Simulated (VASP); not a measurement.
An input for Quantum ESPRESSO's pw.x (written as the equivalent of a VASP run, and not itself run):

```
&CONTROL
  calculation = 'scf'
  pseudo_dir = './pseudo'
  outdir = './out'
  tprnfor = .true.
  tstress = .true.
/
&SYSTEM
  ibrav = 0
  nat = 2
  ntyp = 2
  ecutwfc = 46.3
  occupations = 'tetrahedra'
  input_dft = 'vdw-df2'
/
&ELECTRONS
  conv_thr = 7.3e-09
  electron_maxstep = 100
/
ATOMIC_SPECIES
  Rb 85.468 Rb.upf
  Br 79.904 Br.upf
CELL_PARAMETERS angstrom
     0.0000000    3.5027953    3.5027953
     3.5027953    0.0000000    3.5027953
     3.5027953    3.5027953    0.0000000
ATOMIC_POSITIONS crystal
  Rb   0.0000000  0.0000000  0.0000000
  Br   0.5000000  0.5000000  0.5000000
K_POINTS automatic
  7 7 7 0 0 0
```

**Question.** Translate this input to VASP (INCAR, KPOINTS, POSCAR, choice of POTCAR).

**Answer.** One answer among several that fit: 
**INCAR**
```
SYSTEM = RbBr
PREC = Accurate
ENCUT = 520
EDIFF = 1E-7
NELM = 100
ALGO = Normal
LREAL = .FALSE.
LASPH = .TRUE.
ISMEAR = -5
GGA = ML
ZAB_VDW = -1.8867
LUSE_VDW = .TRUE.
AGGAC = 0.0
LMAXMIX = 4
LWAVE = .FALSE.
LCHARG = .TRUE.
LORBIT = 11
NEDOS = 601
ISIF = 2
```

### KPOINTS
```
Automatic mesh
0
Gamma
7 7 7
0 0 0
```

POSCAR:
```
RbBr
7.0055910
  0.0000000000   0.4999999713   0.4999999713
  0.4999999713   0.0000000000   0.4999999713
  0.4999999713   0.4999999713   0.0000000000
Rb Br
1 1
Cart
  0.0000000000   0.0000000000   0.0000000000
  0.4999999713   0.4999999713   0.4999999713
```

POTCAR, in this order: Rb_sv Br (PBE.64 set). Program: vasp_std.

What does not carry over: the potentials are each code's own (VASP's PAW set, PseudoDojo norm-conserving files in pw.x), so ENCUT and ecutwfc are chosen apart and not converted; conv_thr bounds pw.x's estimated SCF error, while EDIFF bounds the energy change between steps.

The compound is RbBr in the rock salt structure. It was relaxed first, which changed the volume by +5 %.
